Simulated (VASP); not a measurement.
# A VASP study of LaSb2Au (PBEsol): structure first, properties next, part 2 of 4

Wanted: the relaxed cell of LaSb2Au and its properties. Left out of this account: 1 further run (relaxation: it shows nothing beyond the runs told). The start is a cell from a database of measured crystal structures.

VASP 6.6.1; PBEsol; plane waves and PAW (La, Sb, Au).

Still holding for the runs below: The k-mesh is coarse for a metal.

So far. Step 2 (Full relaxation (PBEsol)): It ends with a largest force of 0.003 eV/Å and a pressure of 0.05 GPa. The volume lies -1.7 % from that of the database's start, which holds the thermal and zero-point expansion of its experiment. The relaxed cell has a = 4.454, c = 10.175 Å (conventional setting).

**3. Second relaxation**

The basis stayed that of the start cell while the cell moved. A rerun from the cell reached resets it; the error of the finite cutoff stays.

Input file INCAR:

```
SYSTEM = LaSb2Au
PREC = Accurate
ENCUT = 400
EDIFF = 1E-06
NELM = 100
ISMEAR = 0
SIGMA = 0.05
LREAL = .FALSE.
ALGO = Normal
GGA = PS
NBANDS = 40
LASPH = .TRUE.
LORBIT = 11
LWAVE = .FALSE.
LCHARG = .FALSE.
KPAR = 4
IBRION = 2
NSW = 60
ISIF = 3
EDIFFG = -0.01
```

Input file POSCAR:

```
LaSb2Au
1.0
    4.4537412812      0.0000000000      0.0000000000
    0.0000000000      4.4537412812      0.0000000000
    0.0000000000      0.0000000000     10.1748221514
La Sb Au
2 4 2
Direct
    0.5000000000      0.0000000000      0.7484327217
    0.0000000000      0.5000000000      0.2515672783
    0.5000000000      0.0000000000      0.1745465021
    0.0000000000      0.5000000000      0.8254534979
    0.0000000000      0.0000000000      0.5000000000
    0.5000000000      0.5000000000      0.5000000000
    0.0000000000      0.0000000000      0.0000000000
    0.5000000000      0.5000000000      0.0000000000
```

Input file KPOINTS:

```
Automatic mesh
0
Gamma
5 5 3
0 0 0
```

The projector-augmented-wave data sets are La, Sb and Au (PBE family, release 64).

The run is started by

```sh
mpirun -np 4 vasp_std
```

The program printed:

```text
[banner, memory and clock lines left out]
running    4 mpi-ranks, on    1 nodes
 distrk:  each k-point on    1 cores,    4 groups
 distr:  one band on    1 cores,    1 groups

 POSCAR found type information on POSCAR LaSbAu
 POSCAR found :  3 types and       8 ions
 [... a notice as in an earlier step ...]

 LDA part: xc-table for (Slater+PW92), standard interpolation
 POSCAR, INCAR and KPOINTS ok, starting setup
 FFT: planning ... GRIDC
 FFT: planning ... GRID_SOFT
 FFT: planning ... GRID
 WAVECAR not read
 entering main loop
       N       E                     dE             d eps       ncg     rms          rms(c)
DAV:   1     0.554241840731E+03    0.55424E+03   -0.19783E+04   960   0.156E+03
DAV:   2     0.876012900727E+02   -0.46664E+03   -0.43232E+03  1144   0.329E+02
DAV:   3    -0.217894040972E+02   -0.10939E+03   -0.10414E+03  1368   0.163E+02
DAV:   4    -0.433897791133E+02   -0.21600E+02   -0.20083E+02  1848   0.648E+01
DAV:   5    -0.458913533872E+02   -0.25016E+01   -0.23174E+01  1720   0.216E+01    0.132E+01
DAV:   6    -0.434521296362E+02    0.24392E+01   -0.45131E+01  1720   0.420E+01    0.121E+01
DAV:   7    -0.433277046060E+02    0.12443E+00   -0.62508E+00  1560   0.189E+01    0.662E+00
DAV:   8    -0.432285037877E+02    0.99201E-01   -0.17462E+00  1568   0.760E+00    0.178E+00
DAV:   9    -0.432100208933E+02    0.18483E-01   -0.22290E-01  1592   0.349E+00    0.595E-01
DAV:  10    -0.432085517855E+02    0.14691E-02   -0.25181E-02  1648   0.970E-01    0.283E-01
DAV:  11    -0.432084380707E+02    0.11371E-03   -0.53142E-03  1840   0.482E-01    0.873E-02
DAV:  12    -0.432085054158E+02   -0.67345E-04   -0.55945E-04  1688   0.101E-01    0.561E-02
DAV:  13    -0.432085653556E+02   -0.59940E-04   -0.29505E-04  1840   0.806E-02    0.250E-02
DAV:  14    -0.432085819014E+02   -0.16546E-04   -0.77900E-05  1904   0.387E-02    0.153E-02
DAV:  15    -0.432085908910E+02   -0.89896E-05   -0.50617E-05  1744   0.274E-02    0.425E-03
DAV:  16    -0.432085908928E+02   -0.17299E-08   -0.62848E-06  1584   0.154E-02
   1 F= -.43208591E+02 E0= -.43207355E+02  d E =-.432086E+02
 curvature:   0.00 expect dE= 0.000E+00 dE for cont linesearch  0.000E+00
 trial: gam= 0.00000 g(F)=  0.197E-05 g(S)=  0.889E-04 ort = 0.000E+00 (trialstep = 0.100E+01)
 search vector abs. value=  0.909E-04
 bond charge predicted
       N       E                     dE             d eps       ncg     rms          rms(c)
DAV:   1    -0.432092428225E+02   -0.65193E-03   -0.16020E-02  1352   0.869E-01    0.157E-01
DAV:   2    -0.432086715828E+02    0.57124E-03   -0.20393E-03  1528   0.369E-01    0.627E-02
DAV:   3    -0.432086218191E+02    0.49764E-04   -0.25875E-04  1568   0.106E-01    0.457E-02
DAV:   4    -0.432086055385E+02    0.16281E-04   -0.62638E-05  1696   0.505E-02    0.108E-02
DAV:   5    -0.432086016324E+02    0.39061E-05   -0.20122E-05  1432   0.299E-02    0.113E-02
DAV:   6    -0.432086007508E+02    0.88156E-06   -0.41272E-06  1160   0.173E-02
   2 F= -.43208601E+02 E0= -.43207358E+02  d E =-.985801E-05
 trial-energy change:   -0.000010  1 .order   -0.000019   -0.000091    0.000052
 step:   0.5362(harm=  0.6355)  dis= 0.00010  next Energy=   -43.208614 (dE=-0.229E-04)
 reached required accuracy - stopping structural energy minimisation
```

Elapsed: 28 s, on 4 MPI ranks of Intel Xeon 6975P-C (Granite Rapids), shared host; peak memory 1.2 GiB.

OUTCAR, selected parts (step 3):

```text
  LATTYP: Found a simple tetragonal cell.
 ALAT       =     4.4537412812
 C/A-ratio  =     2.2845561763

 Found     12 irreducible k-points:

   ENCUT  =  400.0 eV  29.40 Ry    5.42 a.u.   7.26  7.26 16.59*2*pi/ulx,y,z

   NELECT =      64.0000    total number of electrons

 E-fermi :   8.6929

 k-point     1 :       0.0000    0.0000    0.0000
  band No.  band energies     occupation
    ...
     27       7.1024      2.00000
     28       7.1024      2.00000
     29       7.3515      2.00000
     30       8.3915      2.00000
     31       8.6979      0.88748
     32       9.2244      0.00000
     33       9.2244      0.00000
     34      10.2073      0.00000
     35      10.5897      0.00000
     36      10.6707      0.00000
    ...

 k-point     2 :       0.2000    0.0000    0.0000
  band No.  band energies     occupation
    ...
     27       6.7523      2.00000
     28       7.0471      2.00000
     29       7.4080      2.00000
     30       8.4676      2.00000
     31       8.5406      1.99998
     32       8.8066      0.00130
     33       9.5711      0.00000
     34       9.9348      0.00000
     35      10.0527      0.00000
     36      10.1988      0.00000
    ...

  Total       -0.0430138     -0.0430138     -0.0477689      0.0000000      0.0000000      0.0000000
  in kB       -0.3410479     -0.3410479     -0.3787497      0.0000000      0.0000000      0.0000000
  external PRESSURE =      -0.3536152 kB  Pullay stress =       0.0000000 kB

  energy-cutoff  :      400.00
  volume of cell :      202.07
      direct lattice vectors                 reciprocal lattice vectors
     4.455931630  0.000000000 -0.000000000     0.224419960  0.000000000 -0.000000000
     0.000000000  4.455931630  0.000000000     0.000000000  0.224419960  0.000000000
     0.000000000  0.000000000 10.177149820     0.000000000  0.000000000  0.098259338

 POSITION                                       TOTAL-FORCE (eV/Angst)
 -----------------------------------------------------------------------------------
      2.22797      0.00000      7.61673         0.000000      0.000000      0.001808
      4.45593      2.22797      2.56042        -0.000000     -0.000000     -0.001808
      2.22797      4.45593      1.77627        -0.000000     -0.000000     -0.007813
      4.45593      2.22797      8.40088         0.000000      0.000000      0.007813
      4.45593      0.00000      5.08857        -0.000000     -0.000000      0.000000
      2.22797      2.22797      5.08857        -0.000000      0.000000      0.000000
      4.45593      0.00000     -0.00000        -0.000000      0.000000      0.000000
      2.22797      2.22797     -0.00000         0.000000     -0.000000      0.000000
 -----------------------------------------------------------------------------------
    total drift:                                0.000000      0.000000      0.000000

  FREE ENERGIE OF THE ION-ELECTRON SYSTEM (eV)
  ---------------------------------------------------
  free  energy   TOTEN  =       -43.2086007508 eV

  energy  without entropy=      -43.2061159490  energy(sigma->0) =      -43.20735835

 total charge
# of ion       s       p       d       f       tot
--------------------------------------------------
    1        2.023   5.622   0.767   0.151   8.563
    2        2.023   5.622   0.767   0.151   8.563
    3        1.145   1.274   0.042   0.000   2.461
    4        1.145   1.274   0.042   0.000   2.461
    5        1.182   1.215   0.030   0.000   2.426
    6        1.182   1.215   0.030   0.000   2.426
    7        0.592   0.378   8.730   0.000   9.700
    8        0.592   0.378   8.730   0.000   9.700
--------------------------------------------------
tot          9.885  16.977  19.137   0.302  46.301

[... 6 parts as in an earlier step ...]

[... 6 further parts left out ...]
```

Little changed from the start: no atom moved by 0.005 Å and no cell edge by 0.1 %.

This step gave:

* Fermi energy: 8.693 eV
* pressure: -0.03536 GPa
* SCF cycles over all ionic steps: 22

It ends with a largest force of 0.008 eV/Å and a pressure of -0.04 GPa. The volume moved by only 0.12 %, so the volume is settled.

**4. Density, ELF and potential (PBEsol)**

The relaxed cell gets a fresh self-consistent run, on a basis set for its own volume, to fix the density and to check the remaining stress.

INCAR, as its differences from that of step 3:

```diff
@@ -14,7 +14,5 @@
 LWAVE = .FALSE.
-LCHARG = .FALSE.
-KPAR = 4
-IBRION = 2
-NSW = 60
-ISIF = 3
-EDIFFG = -0.01
+LCHARG = .TRUE.
+ISIF = 2
+LELF = .TRUE.
+LVHAR = .TRUE.
```

Input file POSCAR:

```
LaSb2Au
1.0
    4.4559316300      0.0000000000      0.0000000000
    0.0000000000      4.4559316300      0.0000000000
    0.0000000000      0.0000000000     10.1771498196
La Sb Au
2 4 2
Direct
    0.5000000000      0.0000000000      0.7484144766
    0.0000000000      0.5000000000      0.2515855234
    0.5000000000      0.0000000000      0.1745352280
    0.0000000000      0.5000000000      0.8254647720
    0.0000000000      0.0000000000      0.5000000000
    0.5000000000      0.5000000000      0.5000000000
    0.0000000000      0.0000000000      0.0000000000
    0.5000000000      0.5000000000      0.0000000000
```

KPOINTS is that of step 3.

The run is started by

```sh
mpirun -np 4 vasp_std
```

The program printed:

```text
[banner, memory and clock lines left out]
running    4 mpi-ranks, on    1 nodes
 distrk:  each k-point on    4 cores,    1 groups
 distr:  one band on    1 cores,    4 groups

 POSCAR found type information on POSCAR LaSbAu
 POSCAR found :  3 types and       8 ions
 [... a notice as in an earlier step ...]

 LDA part: xc-table for (Slater+PW92), standard interpolation
 POSCAR, INCAR and KPOINTS ok, starting setup
 FFT: planning ... GRIDC
 FFT: planning ... GRID_SOFT
 FFT: planning ... GRID
 WAVECAR not read
 entering main loop
       N       E                     dE             d eps       ncg     rms          rms(c)
DAV:   1     0.551136570348E+03    0.55114E+03   -0.19713E+04   960   0.157E+03
DAV:   2     0.891929294167E+02   -0.46194E+03   -0.42877E+03  1160   0.331E+02
DAV:   3    -0.233242486438E+02   -0.11252E+03   -0.10701E+03  1448   0.164E+02
DAV:   4    -0.436576328913E+02   -0.20333E+02   -0.19008E+02  1800   0.639E+01
DAV:   5    -0.459066019992E+02   -0.22490E+01   -0.21050E+01  1728   0.214E+01    0.131E+01
DAV:   6    -0.434467147027E+02    0.24599E+01   -0.44934E+01  1720   0.417E+01    0.120E+01
DAV:   7    -0.433252313586E+02    0.12148E+00   -0.61438E+00  1576   0.188E+01    0.661E+00
DAV:   8    -0.432293245095E+02    0.95907E-01   -0.17362E+00  1576   0.755E+00    0.178E+00
DAV:   9    -0.432098475170E+02    0.19477E-01   -0.22312E-01  1616   0.344E+00    0.583E-01
DAV:  10    -0.432085758699E+02    0.12716E-02   -0.25094E-02  1640   0.936E-01    0.279E-01
DAV:  11    -0.432084926146E+02    0.83255E-04   -0.50734E-03  1848   0.466E-01    0.942E-02
DAV:  12    -0.432085601725E+02   -0.67558E-04   -0.53723E-04  1640   0.980E-02    0.586E-02
DAV:  13    -0.432086279111E+02   -0.67739E-04   -0.38038E-04  1824   0.931E-02    0.233E-02
DAV:  14    -0.432086421469E+02   -0.14236E-04   -0.65176E-05  1904   0.343E-02    0.168E-02
DAV:  15    -0.432086519592E+02   -0.98123E-05   -0.60285E-05  1704   0.319E-02    0.407E-03
DAV:  16    -0.432086521904E+02   -0.23120E-06   -0.75219E-06  1520   0.170E-02
   1 F= -.43208652E+02 E0= -.43207409E+02  d E =-.248562E-02
```

Wall time 17 s (4 MPI ranks); peak memory 0.67 GiB; 64 s of CPU time.

Parts of OUTCAR (step 4):

```text
  LATTYP: Found a simple tetragonal cell.
 ALAT       =     4.4559316300
 C/A-ratio  =     2.2839555596

 Found     12 irreducible k-points:

   ENCUT  =  400.0 eV  29.40 Ry    5.42 a.u.   7.27  7.27 16.60*2*pi/ulx,y,z

   NELECT =      64.0000    total number of electrons

 E-fermi :   8.6930

 k-point     1 :       0.0000    0.0000    0.0000
  band No.  band energies     occupation
    ...
     27       7.1024      2.00000
     28       7.1024      2.00000
     29       7.3515      2.00000
     30       8.3915      2.00000
     31       8.6982      0.88314
     32       9.2244      0.00000
     33       9.2244      0.00000
     34      10.2075      0.00000
     35      10.5898      0.00000
     36      10.6708      0.00000
    ...

 k-point     2 :       0.2000    0.0000    0.0000
  band No.  band energies     occupation
    ...
     27       6.7523      2.00000
     28       7.0471      2.00000
     29       7.4081      2.00000
     30       8.4676      2.00000
     31       8.5407      1.99998
     32       8.8066      0.00131
     33       9.5712      0.00000
     34       9.9348      0.00000
     35      10.0527      0.00000
     36      10.1988      0.00000
    ...

  Total       -0.0597743     -0.0597743     -0.0665642      0.0000000      0.0000000     -0.0000000
  in kB       -0.4739382     -0.4739382     -0.5277744      0.0000000      0.0000000     -0.0000000
  external PRESSURE =      -0.4918836 kB  Pullay stress =       0.0000000 kB

  energy-cutoff  :      400.00
  volume of cell :      202.07
      direct lattice vectors                 reciprocal lattice vectors
     4.455931630  0.000000000  0.000000000     0.224419960  0.000000000  0.000000000
     0.000000000  4.455931630  0.000000000     0.000000000  0.224419960  0.000000000
     0.000000000  0.000000000 10.177149820     0.000000000  0.000000000  0.098259338

 POSITION                                       TOTAL-FORCE (eV/Angst)
 -----------------------------------------------------------------------------------
      2.22797      0.00000      7.61673        -0.000000     -0.000000      0.000995
      0.00000      2.22797      2.56042         0.000000      0.000000     -0.000995
      2.22797      0.00000      1.77627        -0.000000     -0.000000     -0.007936
      0.00000      2.22797      8.40088        -0.000000      0.000000      0.007936
      0.00000      0.00000      5.08857        -0.000000      0.000000      0.000000
      2.22797      2.22797      5.08857        -0.000000     -0.000000      0.000000
      0.00000      0.00000      0.00000        -0.000000     -0.000000      0.000000
      2.22797      2.22797      0.00000        -0.000000      0.000000      0.000000
 -----------------------------------------------------------------------------------
    total drift:                                0.000000      0.000000      0.000000

  FREE ENERGIE OF THE ION-ELECTRON SYSTEM (eV)
  ---------------------------------------------------
  free  energy   TOTEN  =       -43.2086521904 eV

  energy  without entropy=      -43.2061665729  energy(sigma->0) =      -43.20740938

 total charge
# of ion       s       p       d       f       tot
--------------------------------------------------
    1        2.023   5.622   0.767   0.151   8.563
    2        2.023   5.622   0.767   0.151   8.563
    3        1.145   1.274   0.042   0.000   2.461
    4        1.145   1.274   0.042   0.000   2.461
    5        1.182   1.215   0.030   0.000   2.427
    6        1.182   1.215   0.030   0.000   2.427
    7        0.592   0.378   8.730   0.000   9.700
    8        0.592   0.378   8.730   0.000   9.700
--------------------------------------------------
tot          9.885  16.977  19.137   0.302  46.301

[... 6 parts as in an earlier step ...]

[... 5 further parts left out ...]
```

Numbers from this step:

```yaml
scf_cycles: 16
pressure: -0.04919 GPa
```

Valence electrons inside each PAW sphere by angular momentum. Sphere charges, by row:

| atom | s (e) | p (e) | d (e) | f (e) | tot (e) |
| --- | --- | --- | --- | --- | --- |
| La1 | 2.023 | 5.622 | 0.767 | 0.151 | 8.563 |
| La2 | 2.023 | 5.622 | 0.767 | 0.151 | 8.563 |
| Sb3 | 1.145 | 1.274 | 0.042 | 0 | 2.461 |
| Sb4 | 1.145 | 1.274 | 0.042 | 0 | 2.461 |
| Sb5 | 1.182 | 1.215 | 0.03 | 0 | 2.427 |
| Sb6 | 1.182 | 1.215 | 0.03 | 0 | 2.427 |
| Au7 | 0.592 | 0.378 | 8.73 | 0 | 9.7 |
| Au8 | 0.592 | 0.378 | 8.73 | 0 | 9.7 |

ELF in the ac plane at fractional y = 0.000, with atoms of La and Sb and Au within 0.2 Å of it. It is the smooth field of the valence electrons, not physical close to the nuclei.

Ten even steps from '0' (0.01) to '9' (0.89), each cell a mean:
```
00233211123310
23432100013443
33321122111333
22112688742122
11027998985111
10048964797201
11048976897201
43126999984124
98632355422478
99973110124899
89986311147899
67886311247887
78875210136887
99974100025899
99852000013689
76421122212357
22235677764222
12368999998531
12589988899742
23588866788742
33468766787533
33346666665333
11333444443321
10233222223310
```
Columns run along a (4.5 Å), rows up along c (10.2 Å). Atoms in or near the plane, at fractional coordinates: La at (0.50, 0.75), Sb at (0.50, 0.17), Sb at (0.00, 0.50), Au at (0.00, 0.00).

Electrostatic potential energy in the ac plane at fractional y = 0.000, with atoms of La and Sb and Au within 0.2 Å of it. With pseudopotentials it is smooth inside the atoms' cores, unlike the true potential.

Ten even steps from '0' (-94 eV) to '9' (3 eV), each cell a mean:
```
23589999999753
56899999999976
99999999999999
99999877789999
99997421368999
99986100037999
99986200047999
99998643578999
99999888899999
78999999999987
23689999999852
00389999999620
01489999999730
45799999999875
89999999999999
99999999999999
99999999999999
99999866789999
99997411258999
99996200037999
99997310258999
78999755689988
45799999999864
23589999999742
```
Columns run along a (4.5 Å; values clipped at the 3rd and 97th percentile), rows up along c (10.2 Å). Atoms in or near the plane, at fractional coordinates: La at (0.50, 0.75), Sb at (0.50, 0.17), Sb at (0.00, 0.50), Au at (0.00, 0.00).

Valence density in the ac plane at fractional y = 0.000, with atoms of La and Sb and Au within 0.2 Å of it. It is the smooth field of the valence electrons, not physical close to the nuclei.

Values in e/Å³, 24 rows by 14 columns, each cell a mean:
```
 3.6  2.8  1.6  0.6  0.2  0.1  0.1  0.1  0.1  0.1  0.3  0.9  2.1  3.2
 1.7  1.3  0.7  0.3  0.2  0.1  0.1  0.1  0.1  0.1  0.2  0.4  1.0  1.5
 0.4  0.4  0.3  0.2  0.1  0.1  0.2  0.2  0.2  0.1  0.1  0.2  0.3  0.4
 0.2  0.1  0.1  0.2  0.3  0.5  0.8  0.9  0.7  0.4  0.2  0.1  0.1  0.1
 0.1  0.1  0.1  0.2  0.7  1.3  1.6  1.5  1.5  1.1  0.5  0.2  0.1  0.1
 0.1  0.1  0.1  0.4  1.1  1.6  0.9  0.4  1.3  1.5  0.8  0.2  0.1  0.1
 0.1  0.1  0.1  0.3  1.0  1.6  1.2  0.9  1.5  1.4  0.7  0.2  0.1  0.1
 0.1  0.1  0.1  0.2  0.5  1.1  1.4  1.5  1.3  0.8  0.4  0.2  0.1  0.1
 0.2  0.2  0.2  0.2  0.2  0.3  0.4  0.5  0.4  0.3  0.2  0.2  0.2  0.2
 0.4  0.4  0.3  0.2  0.2  0.1  0.1  0.1  0.1  0.1  0.2  0.3  0.3  0.4
 0.2  0.3  0.4  0.3  0.2  0.1  0.1  0.1  0.1  0.1  0.2  0.3  0.4  0.2
-0.3  0.0  0.3  0.3  0.2  0.1  0.1  0.1  0.1  0.1  0.2  0.3  0.2 -0.1
-0.1  0.1  0.3  0.3  0.2  0.1  0.1  0.1  0.1  0.1  0.2  0.3  0.3  0.0
 0.3  0.4  0.3  0.2  0.1  0.1  0.0  0.0  0.1  0.1  0.2  0.3  0.4  0.4
 0.3  0.3  0.2  0.1  0.1  0.1  0.0  0.0  0.0  0.1  0.1  0.2  0.2  0.3
 0.2  0.1  0.1  0.1  0.1  0.1  0.1  0.1  0.1  0.1  0.1  0.1  0.1  0.1
 0.1  0.1  0.1  0.1  0.1  0.2  0.2  0.2  0.2  0.1  0.1  0.1  0.1  0.1
 0.1  0.1  0.1  0.2  0.2  0.3  0.4  0.4  0.3  0.3  0.2  0.1  0.1  0.1
 0.1  0.1  0.1  0.2  0.4  0.4  0.2  0.1  0.2  0.4  0.3  0.2  0.1  0.1
 0.1  0.1  0.2  0.3  0.4  0.2 -0.1 -0.3  0.0  0.3  0.4  0.2  0.2  0.1
 0.2  0.2  0.2  0.3  0.4  0.3  0.1  0.0  0.2  0.3  0.3  0.3  0.2  0.2
 0.9  0.7  0.4  0.3  0.3  0.3  0.3  0.3  0.3  0.3  0.3  0.4  0.5  0.8
 2.6  2.0  1.1  0.5  0.3  0.2  0.2  0.2  0.2  0.2  0.3  0.7  1.5  2.3
 4.3  3.3  1.9  0.7  0.3  0.2  0.1  0.1  0.1  0.2  0.3  1.1  2.4  3.8
```
Columns run along a (4.5 Å), rows up along c (10.2 Å). Atoms in or near the plane, at fractional coordinates: La at (0.50, 0.75), Sb at (0.50, 0.17), Sb at (0.00, 0.50), Au at (0.00, 0.00).

In this run the pressure is -0.05 GPa, small enough to go on.

(Continued in part 3 of 4.)

[Lines on the potential files, build, host, timing and source positions are cut from VASP's logs without a mark.]

[Logs are printed without paths, hosts, clocks, repeated set-up lines and the standing remarks that a program may print on its own settings, such as how far it seeks lower states.]

[Hosts, paths, dates, database ids (printed as entryN), source tags and the programs' standing remarks are cut or masked in the printed files.]

[A measured line is paired with the nearest computed mode of its activity, which favours agreement.]
